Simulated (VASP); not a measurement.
A VASP calculation is set up with these files.

### INCAR
```
SYSTEM = Y
PREC = Accurate
ENCUT = 400
EDIFF = 1E-6
NELM = 5
ALGO = Normal
LREAL = .FALSE.
LASPH = .TRUE.
ISMEAR = 1
SIGMA = 0.1
GGA = PE
LMAXMIX = 4
LWAVE = .FALSE.
LCHARG = .FALSE.
ISIF = 2
```

### POSCAR
```
Y
1
    1.8250000000    -3.1609930000     0.0000000000
    1.8250000000     3.1609930000     0.0000000000
    0.0000000000     0.0000000000     5.7300000000
Y
2
Direct
  0.3333330000   0.6666670000   0.2500000000
  0.6666670000   0.3333330000   0.7500000000
```

**KPOINTS**
```
Automatic mesh
0
Gamma
9 9 5
0 0 0
```

POTCAR, in this order: Y_sv (PBE.64 set). Program: vasp_std.

The resulting files:

standard output:
```
 POSCAR found type information on POSCAR Y
 POSCAR found :  1 types and       2 ions
 Reading from existing POTCAR
 Reading from existing POTCAR
 LDA part: xc-table for (Slater+PW92), standard interpolation
 POSCAR, INCAR and KPOINTS ok, starting setup
 WAVECAR not read
 entering main loop
       N       E                     dE             d eps       ncg     rms          rms(c)
DAV:   1     0.778013677975E+02    0.77801E+02   -0.10155E+04  1104   0.115E+03
DAV:   2    -0.627520862698E+01   -0.84077E+02   -0.83425E+02  1397   0.259E+02
DAV:   3    -0.131399497466E+02   -0.68647E+01   -0.68291E+01  2012   0.445E+01
DAV:   4    -0.132596086657E+02   -0.11966E+00   -0.11964E+00  1222   0.682E+00
DAV:   5    -0.132627764933E+02   -0.31678E-02   -0.31678E-02  1528   0.851E-01

 -----------------------------------------------------------------------------
|                                                                             |
|           W    W    AA    RRRRR   N    N  II  N    N   GGGG   !!!           |
|           W    W   A  A   R    R  NN   N  II  NN   N  G    G  !!!           |
|           W    W  A    A  R    R  N N  N  II  N N  N  G       !!!           |
|           W WW W  AAAAAA  RRRRR   N  N N  II  N  N N  G  GGG   !            |
|           WW  WW  A    A  R   R   N   NN  II  N   NN  G    G                |
|           W    W  A    A  R    R  N    N  II  N    N   GGGG   !!!           |
|                                                                             |
|     The electronic self-consistency was not achieved in the given           |
|     number of steps (NELM). The forces and other quantities evaluated       |
|     might not be reliable so examine the results carefully. If you find     |
|     spurious results, we suggest increasing NELM, if you were close to      |
|     convergence or switching to a different ALGO or adjusting the           |
|     density mixing parameters otherwise.                                    |
|                                                                             |
 -----------------------------------------------------------------------------

   1 F= -.13262776E+02 E0= -.13262351E+02  d E =-.127666E-02
```

File OUTCAR:
```
------------------------ aborting loop EDIFF was not reached (unconverged)  ----------------------------
  FORCE on cell =-STRESS in cart. coord.  units (eV):
  Direction    XX          YY          ZZ          XY          YZ          ZX
  --------------------------------------------------------------------------------------
  Total      -14.2395936    -14.2395961    -14.2974282      0.0000000      0.0000000      0.0000000
  in kB     -345.0937994   -345.0938597   -346.4954096      0.0000000      0.0000000      0.0000000
  external PRESSURE =    -345.5610229 kB  Pullay stress =       0.0000000 kB
  volume of cell :       66.11
      direct lattice vectors                 reciprocal lattice vectors
     1.825000000 -3.160993000  0.000000000     0.273972603 -0.158178142  0.000000000
     1.825000000  3.160993000  0.000000000     0.273972603  0.158178142  0.000000000
     0.000000000  0.000000000  5.730000000     0.000000000  0.000000000  0.174520070
 POSITION                                       TOTAL-FORCE (eV/Angst)
 -----------------------------------------------------------------------------------
      1.82500      1.05367      1.43250        -0.000000     -0.000000      0.000000
      1.82500     -1.05367      4.29750         0.000000      0.000000      0.000000
 -----------------------------------------------------------------------------------
    total drift:                               -0.000000      0.000169     -0.000004
  FREE ENERGIE OF THE ION-ELECTRON SYSTEM (eV)
  ---------------------------------------------------
  free  energy   TOTEN  =       -13.2627764933 eV

  energy  without entropy=      -13.2614998326  energy(sigma->0) =      -13.26235094
```
(Selected blocks of OUTCAR.)

Problem. Read the log: what went wrong, and how is it fixed?

Solution. The cause: NELM is too small, so the electronic loop ends before EDIFF is met. Convergence was not reached. Against the sound run, the energy per atom (σ→0) decreases by 0.200 eV/atom; the pressure decreases by 34.18 GPa. To mend it, set NELM = 100.

The mended run (PBE GGA, plane waves, VASP's PBE PAW potentials (set 64)) converges, and its OSZICAR ends with
```
   1 F= -.12861795E+02 E0= -.12861621E+02  d E =-.522508E-03
```

The compound is Y in the hcp structure. The cell was not relaxed at this level.
